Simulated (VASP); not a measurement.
All values below come from RPBE GGA, VASP's PBE PAW potentials (set 64) (plane waves; VASP).

VASP input:

### INCAR
```
NEDOS=601   ! DOS grid
LEFG=.True.
LCHARG=.True.
GGA=RP
PREC=Accurate
LORBIT=11   ! lm-projected
LREAL=.False.
ALGO=Normal   ! blocked Davidson
NELM=100   ! most electronic steps
ISMEAR=-5   ! tetrahedra, Bloechl
EDIFF=1E-7   ! SCF stop (eV)
LWAVE=.False.
LMAXMIX=4
ENCUT=520
LASPH=.True.   ! aspherical one-centre terms
ISIF=2   ! forces and stress, cell fixed
SYSTEM=SnO2
```

### KPOINTS
```
Automatic mesh
0
G
 5 5 8
```

### POSCAR
```
SnO2
1
    4.8749626328     0.0000000000     0.0000000000
    0.0000000000     4.8749626328     0.0000000000
    0.0000000000     0.0000000000     3.2591351545
Sn O
2 4
Direct
  0.0000000000   0.0000000000   0.0000000000
  0.5000000000   0.5000000000   0.5000000000
  0.3068708160   0.3068708160   0.0000000000
  0.8068708160   0.1931291840   0.5000000000
  0.1931291840   0.8068708160   0.5000000000
  0.6931291840   0.6931291840   1.0000000000
```

POTCAR, in this order: Sn_d O (PBE.64 set). Program: vasp_std.

Unless said otherwise, spin-orbit coupling is left out, though it shifts the bands of the heavy elements here.

Estimate the energy per atom (σ→0), band gap (on the k-mesh).

| Item | Value |
|---|---|
| energy per atom (σ→0) | -5.834 eV/atom |
| band gap (on the k-mesh) | 0.50 eV |

### OSZICAR
```
...
DAV:  10    -0.350015525969E+02   -0.16125E-02   -0.69367E-03  2475   0.744E-01    0.475E-02
DAV:  11    -0.350017318682E+02   -0.17927E-03   -0.35808E-04  2551   0.160E-01    0.230E-02
DAV:  12    -0.350017426498E+02   -0.10782E-04   -0.24421E-05  2365   0.355E-02    0.147E-02
DAV:  13    -0.350017397156E+02    0.29343E-05   -0.24091E-05  2565   0.544E-02    0.356E-03
DAV:  14    -0.350017404946E+02   -0.77898E-06   -0.14291E-06  2381   0.917E-03    0.194E-03
DAV:  15    -0.350017406982E+02   -0.20366E-06   -0.84044E-08  1490   0.301E-03    0.682E-04
DAV:  16    -0.350017407595E+02   -0.61253E-07   -0.67545E-08  1406   0.188E-03
   1 F= -.35001741E+02 E0= -.35001741E+02  d E =0.000000E+00
```

The compound is SnO2 in the rutile structure. It was relaxed first, which changed the volume by +8 %.
